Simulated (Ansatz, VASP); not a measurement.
# TaN: VASP beside Ansatz, part 2 of 3

Wanted: the spread between two codes on one cell, functional and k mesh. The cell is taken from a series of runs on this material, whose earlier steps may have relaxed, scaled, displaced or heated it; both programs get it as it stands.

VASP 6.6.1 and Ansatz 0.2.0.

So far: The starting structure; Ansatz: zone-centre phonons, PBEsol.

**3. VASP: zone-centre phonons, PBEsol**

Level of this step: PBEsol; plane waves and PAW (N, Ta_pv) (VASP).

The same cell, functional, mesh and smearing now go to VASP, with its own data sets.

Lines of VASP's logs that name or quote its potential files are left out, and so is its time.

Input file INCAR:

```
SYSTEM = TaN
PREC = Accurate
ENCUT = 600
EDIFF = 1E-08
NELM = 120
ISMEAR = 1
SIGMA = 0.2
LREAL = .FALSE.
ALGO = Normal
GGA = PS
NBANDS = 30
LASPH = .TRUE.
LORBIT = 11
LWAVE = .FALSE.
LCHARG = .FALSE.
ISIF = 2
IBRION = 8
GGA_COMPAT = .FALSE.
KPAR = 2
```

Input file POSCAR:

```
TaN
1.0
    5.2142069700      0.0000000000      0.0000000000
   -2.6071034850      4.5156356966      0.0000000000
    0.0000000000      0.0000000000      2.9127026129
N Ta
3 3
Direct
    0.3925896298      0.0000000000      0.0000000000
    0.6074103702      0.6074103702      0.0000000000
    0.0000000000      0.3925896298      0.0000000000
    0.3333333333      0.6666666667      0.5000000000
    0.6666666667      0.3333333333      0.5000000000
    0.0000000000      0.0000000000      0.0000000000
```

Input file KPOINTS:

```
Automatic mesh
0
Gamma
9 9 12
0 0 0
```

The projector-augmented-wave data sets are N and Ta_pv (PBE family, release 64).

Run with:

```bash
mpirun -np 2 vasp_std
```

Log:

```text
[banner, memory and clock lines left out]
running    2 mpi-ranks, on    1 nodes
 distrk:  each k-point on    1 cores,    2 groups
 distr:  one band on    1 cores,    1 groups

 POSCAR found type information on POSCAR N Ta
 POSCAR found :  2 types and       6 ions
|                                                                             |
|               ----> ADVICE to this user running VASP <----                  |
|                                                                             |
|     You enforced a specific xc type in the INCAR file but a different       |
|     [... a line on the potential file left out ...]
|     I HOPE YOU KNOW WHAT YOU ARE DOING!                                     |
|                                                                             |

 LDA part: xc-table for (Slater+PW92), standard interpolation
 POSCAR, INCAR and KPOINTS ok, starting setup
 FFT: planning ... GRIDC
 FFT: planning ... GRID_SOFT
 FFT: planning ... GRID
 WAVECAR not read
 entering main loop
       N       E                     dE             d eps       ncg     rms          rms(c)
DAV:   1     0.477723718344E+03    0.47772E+03   -0.28723E+04  5040   0.187E+03
DAV:   2    -0.472760793855E+02   -0.52500E+03   -0.50544E+03  5784   0.515E+02
DAV:   3    -0.798946814363E+02   -0.32619E+02   -0.32099E+02  6156   0.122E+02
DAV:   4    -0.806239213074E+02   -0.72924E+00   -0.72405E+00  6274   0.177E+01
DAV:   5    -0.806425218680E+02   -0.18601E-01   -0.18586E-01  6248   0.219E+00    0.431E+01
DAV:   6    -0.717860980528E+02    0.88564E+01   -0.53202E+01  6530   0.404E+01    0.185E+01
DAV:   7    -0.715242044325E+02    0.26189E+00   -0.22729E+00  6092   0.893E+00    0.103E+01
DAV:   8    -0.714526397747E+02    0.71565E-01   -0.36331E-01  6104   0.392E+00    0.887E-01
DAV:   9    -0.714392583496E+02    0.13381E-01   -0.43685E-02  6384   0.141E+00    0.376E-01
DAV:  10    -0.714388499119E+02    0.40844E-03   -0.16130E-02  6492   0.647E-01    0.181E-01
DAV:  11    -0.714384275266E+02    0.42239E-03   -0.48596E-03  6478   0.390E-01    0.521E-02
DAV:  12    -0.714383813519E+02    0.46175E-04   -0.30261E-04  6386   0.103E-01    0.159E-02
DAV:  13    -0.714383807926E+02    0.55934E-06   -0.20185E-05  7012   0.262E-02    0.544E-03
DAV:  14    -0.714383806653E+02    0.12728E-06   -0.91696E-07  6538   0.658E-03    0.141E-03
DAV:  15    -0.714383805824E+02    0.82882E-07   -0.68189E-08  5906   0.199E-03    0.277E-04
DAV:  16    -0.714383805783E+02    0.41427E-08   -0.36309E-09  4008   0.501E-04
   1 F= -.71438381E+02 E0= -.71439438E+02  d E =0.317108E-02
 Linear response reoptimize wavefunctions to high precision
DAV:   1    -0.714383805735E+02    0.47730E-08   -0.15866E-09  4014   0.296E-04
DAV:   2    -0.714383805735E+02   -0.18190E-10   -0.34574E-10  3954   0.162E-04
 Linear response DOF=           7
 Linear response progress:
  Degree of freedom:   1/  7
       N       E                     dE             d eps       ncg     rms          rms(c)
RMM:   1    -0.253165368802E+00   -0.25317E+00    0.11137E-01 22310   0.237E+00
RMM:   2    -0.243928230955E+00    0.92371E-02   -0.12930E-02 17893   0.465E-01    0.362E-01
RMM:   3    -0.244908730264E+00   -0.98050E-03   -0.38096E-03 18101   0.209E-01    0.216E-01
RMM:   4    -0.245986378942E+00   -0.10776E-02   -0.64469E-04 17676   0.109E-01    0.648E-02
RMM:   5    -0.246288288110E+00   -0.30191E-03   -0.10949E-04 19607   0.415E-02    0.249E-02
RMM:   6    -0.246287195376E+00    0.10927E-05   -0.14456E-05 19649   0.157E-02    0.489E-03
RMM:   7    -0.246257788125E+00    0.29407E-04   -0.18344E-06 18047   0.582E-03    0.100E-03
RMM:   8    -0.246255389375E+00    0.23987E-05   -0.89926E-07 20632   0.199E-03    0.518E-04
RMM:   9    -0.246256736480E+00   -0.13471E-05   -0.52296E-07 20212   0.690E-04    0.199E-04
RMM:  10    -0.246256218392E+00    0.51809E-06   -0.59028E-08 20113   0.344E-04    0.854E-05
RMM:  11    -0.246256514446E+00   -0.29605E-06   -0.15067E-07 20962   0.205E-04    0.206E-05
RMM:  12    -0.246256558389E+00   -0.43943E-07   -0.15228E-08 21244   0.139E-04    0.584E-06
RMM:  13    -0.246256554539E+00    0.38504E-08   -0.81806E-08 21734   0.119E-04    0.229E-06
 first order change of Fermi-energy   0.77461E-02
 force on displaced ion       1 direction 1 : -19.792  -0.000   0.000
 Linear response progress:
  Degree of freedom:   2/  7
       N       E                     dE             d eps       ncg     rms          rms(c)
RMM:   1    -0.250735108253E+00   -0.25074E+00    0.14269E-01 36620   0.238E+00
RMM:   2    -0.242986561761E+00    0.77485E-02   -0.15231E-02 29285   0.483E-01    0.381E-01
RMM:   3    -0.243842246015E+00   -0.85568E-03   -0.34325E-03 30556   0.223E-01    0.237E-01
RMM:   4    -0.244787325089E+00   -0.94508E-03   -0.67252E-04 28180   0.115E-01    0.810E-02
[...]
RMM:   8    -0.231240669519E+00   -0.23496E-05   -0.17453E-07 32579   0.103E-03    0.277E-04
RMM:   9    -0.231240913718E+00   -0.24420E-06   -0.52621E-08 31246   0.384E-04    0.858E-05
RMM:  10    -0.231240692700E+00    0.22102E-06   -0.25041E-08 33141   0.205E-04    0.347E-05
RMM:  11    -0.231240612997E+00    0.79702E-07   -0.61034E-09 30822   0.143E-04    0.111E-05
RMM:  12    -0.231240665497E+00   -0.52500E-07   -0.22837E-08 33753   0.117E-04    0.285E-06
[...]
RMM:   1    -0.143949929551E+00   -0.14395E+00    0.10496E+01 10774   0.199E+01
RMM:   2    -0.170047434030E+00   -0.26098E-01   -0.38945E-02 16923   0.125E+00    0.133E-01
RMM:   3    -0.169435619990E+00    0.61181E-03   -0.71802E-03 18861   0.323E-01    0.721E-02
RMM:   4    -0.168822546294E+00    0.61307E-03   -0.96955E-04 21495   0.121E-01    0.265E-02
RMM:   5    -0.168618496100E+00    0.20405E-03   -0.88770E-05 21502   0.302E-02    0.728E-03
RMM:   6    -0.168559942360E+00    0.58554E-04   -0.36881E-05 20852   0.102E-02    0.138E-03
RMM:   7    -0.168558216718E+00    0.17256E-05   -0.20874E-05 20985   0.433E-03    0.486E-04
RMM:   8    -0.168558056206E+00    0.16051E-06   -0.17126E-05 21021   0.204E-03    0.169E-04
RMM:   9    -0.168559021426E+00   -0.96522E-06   -0.11878E-05 22332   0.110E-03    0.679E-05
RMM:  10    -0.168559318141E+00   -0.29671E-06   -0.71711E-06 20263   0.706E-04    0.310E-05
RMM:  11    -0.168559520343E+00   -0.20220E-06   -0.45691E-06 21362   0.504E-04    0.195E-05
RMM:  12    -0.168559557308E+00   -0.36966E-07   -0.30558E-06 22471   0.366E-04    0.683E-06
RMM:  13    -0.168559583905E+00   -0.26596E-07   -0.21419E-06 22607   0.297E-04    0.484E-06
RMM:  14    -0.168559592504E+00   -0.85994E-08   -0.13076E-06 22027   0.255E-04    0.277E-06
RMM:  15    -0.168559603797E+00   -0.11293E-07   -0.10311E-06 23236   0.227E-04    0.140E-06
RMM:  16    -0.168559573963E+00    0.29834E-07   -0.68321E-07 22516   0.208E-04    0.300E-06
RMM:  17    -0.168559585540E+00   -0.11577E-07   -0.50946E-07 23162   0.197E-04    0.148E-06
RMM:  18    -0.168559568736E+00    0.16804E-07   -0.35777E-07 22818   0.188E-04    0.401E-06
RMM:  19    -0.168559564283E+00    0.44528E-08   -0.28018E-07 22076   0.182E-04    0.449E-06
RMM:  20    -0.168559573157E+00   -0.88738E-08   -0.18760E-07 23686   0.179E-04    0.308E-06
RMM:  21    -0.168559571586E+00    0.15708E-08   -0.17997E-07 22678   0.176E-04    0.334E-06
RMM:  22    -0.168559567768E+00    0.38179E-08   -0.11488E-07 22076   0.174E-04    0.373E-06
RMM:  23    -0.168559566488E+00    0.12805E-08   -0.11850E-07 22342   0.173E-04    0.418E-06
RMM:  24    -0.168559572664E+00   -0.61760E-08   -0.81496E-08 24182   0.172E-04    0.314E-06
 first order change of Fermi-energy   0.21965E-03
 force on displaced ion       4 direction 3 :  -0.000   0.000 -20.898
 Linear response progress:
  Degree of freedom:   6/  7
       N       E                     dE             d eps       ncg     rms          rms(c)
RMM:   1    -0.179129299015E+00   -0.17913E+00    0.10797E+01 10828   0.188E+01
RMM:   2    -0.210627974633E+00   -0.31499E-01   -0.51594E-02 16565   0.126E+00    0.281E-01
RMM:   3    -0.210290966179E+00    0.33701E-03   -0.93553E-03 18958   0.303E-01    0.167E-01
RMM:   4    -0.209807076394E+00    0.48389E-03   -0.94137E-04 19781   0.128E-01    0.636E-02
RMM:   5    -0.209656881755E+00    0.15019E-03   -0.13756E-04 20897   0.429E-02    0.252E-02
RMM:   6    -0.209585896333E+00    0.70985E-04   -0.34234E-05 20522   0.182E-02    0.465E-03
RMM:   7    -0.209578674224E+00    0.72221E-05   -0.81270E-06 20652   0.103E-02    0.214E-03
RMM:   8    -0.209578171320E+00    0.50290E-06   -0.43374E-06 20297   0.504E-03    0.616E-04
RMM:   9    -0.209579739318E+00   -0.15680E-05   -0.18422E-06 21111   0.252E-03    0.664E-04
RMM:  10    -0.209580751100E+00   -0.10118E-05   -0.32897E-06 20621   0.172E-03    0.174E-04
RMM:  11    -0.209581308888E+00   -0.55779E-06   -0.11864E-06 21787   0.956E-04    0.239E-04
RMM:  12    -0.209581473951E+00   -0.16506E-06   -0.15035E-06 20238   0.770E-04    0.274E-05
RMM:  13    -0.209581439635E+00    0.34317E-07   -0.29841E-07 21148   0.428E-04    0.284E-05
RMM:  14    -0.209581669003E+00   -0.22937E-06   -0.77548E-07 21832   0.317E-04    0.307E-05
RMM:  15    -0.209581664807E+00    0.41960E-08   -0.29061E-07 21979   0.271E-04    0.841E-06
RMM:  16    -0.209581791322E+00   -0.12652E-06   -0.44581E-07 21888   0.225E-04    0.317E-06
RMM:  17    -0.209581750625E+00    0.40697E-07   -0.17607E-07 23014   0.194E-04    0.324E-06
RMM:  18    -0.209581782867E+00   -0.32242E-07   -0.22740E-07 23285   0.179E-04    0.200E-06
RMM:  19    -0.209581774856E+00    0.80108E-08   -0.11076E-07 23466   0.167E-04    0.287E-06
RMM:  20    -0.209581756967E+00    0.17889E-07   -0.12419E-07 22939   0.162E-04    0.580E-06
RMM:  21    -0.209581775320E+00   -0.18353E-07   -0.79750E-08 23208   0.157E-04    0.335E-06
RMM:  22    -0.209581783266E+00   -0.79465E-08   -0.88131E-08 23571   0.153E-04    0.300E-06
 first order change of Fermi-energy  -0.36040E-03
 force on displaced ion       6 direction 1 : -26.465   0.000   0.000
 Linear response progress:
  Degree of freedom:   7/  7
       N       E                     dE             d eps       ncg     rms          rms(c)
RMM:   1    -0.129236828605E+00   -0.12924E+00    0.13047E+01  8071   0.168E+01
RMM:   2    -0.154526066472E+00   -0.25289E-01   -0.34521E-02 11004   0.101E+00    0.143E-01
RMM:   3    -0.153173698654E+00    0.13524E-02   -0.48521E-03 12647   0.255E-01    0.714E-02
RMM:   4    -0.152179452955E+00    0.99425E-03   -0.78531E-04 13833   0.111E-01    0.332E-02
RMM:   5    -0.151791038971E+00    0.38841E-03   -0.59091E-05 14424   0.316E-02    0.257E-03
RMM:   6    -0.151799427136E+00   -0.83882E-05   -0.81632E-06 13991   0.879E-03    0.138E-03
RMM:   7    -0.151804647878E+00   -0.52207E-05   -0.16451E-06 14701   0.310E-03    0.376E-04
RMM:   8    -0.151807932456E+00   -0.32846E-05   -0.91066E-07 14958   0.124E-03    0.812E-05
RMM:   9    -0.151808645268E+00   -0.71281E-06   -0.52835E-07 14960   0.675E-04    0.391E-05
RMM:  10    -0.151808906693E+00   -0.26142E-06   -0.31846E-07 15505   0.420E-04    0.257E-05
RMM:  11    -0.151809182112E+00   -0.27542E-06   -0.18307E-07 14775   0.301E-04    0.902E-06
RMM:  12    -0.151809264846E+00   -0.82735E-07   -0.10341E-07 15719   0.224E-04    0.318E-06
RMM:  13    -0.151809276452E+00   -0.11606E-07   -0.96615E-08 15199   0.182E-04    0.416E-06
RMM:  14    -0.151809255988E+00    0.20465E-07   -0.32157E-08 14686   0.158E-04    0.773E-06
RMM:  15    -0.151809269346E+00   -0.13358E-07   -0.48732E-08 14433   0.142E-04    0.742E-06
RMM:  16    -0.151809298452E+00   -0.29105E-07   -0.18496E-08 15581   0.134E-04    0.550E-06
RMM:  17    -0.151809324330E+00   -0.25879E-07   -0.15758E-08 15838   0.127E-04    0.362E-06
RMM:  18    -0.151809328438E+00   -0.41081E-08   -0.20749E-08 14610   0.122E-04    0.359E-06
 first order change of Fermi-energy   0.55835E-03
 force on displaced ion       6 direction 3 :   0.000   0.000 -11.410
 Linear response finished
```

[end of part 2 of 3]

[Lines on the potential files, build, host, timing and source positions are cut from VASP's logs without a mark.]

[Logs are printed without paths, hosts, clocks, repeated set-up lines and the standing remarks that a program may print on its own settings, such as how far it seeks lower states.]

[Hosts, paths, dates, database ids (printed as entryN), source tags and the programs' standing remarks are cut or masked in the printed files.]
